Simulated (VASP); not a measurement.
Given:

```
Al
1.0
    0.00000     2.00490     2.00490
    2.00490     0.00000     2.00490
    2.00490     2.00490     0.00000
Al
1
Direct
  0.00000   0.00000   0.00000
```

Method: MS2 meta-GGA, VASP's PBE PAW potentials (set 64) (plane waves; VASP). Run with 520 eV cut-off, 14×14×14 Γ-centred mesh, first-order Methfessel-Paxton smearing of 0.10 eV, potentials Al.

What does the run give for the energy per atom (σ→0), band gap (on the k-mesh) with the smallest direct gap where there is one?

| Property | Value |
|---|---|
| band gap (on the k-mesh) | none (metal, semimetal or under 0.01 eV) |
| energy per atom (σ→0) | -7.619 eV/atom |

The absolute energy has meaning only against runs of the same code, potentials and settings.

The compound is Al in the fcc structure. It was relaxed first. The start is the result of an earlier pass.
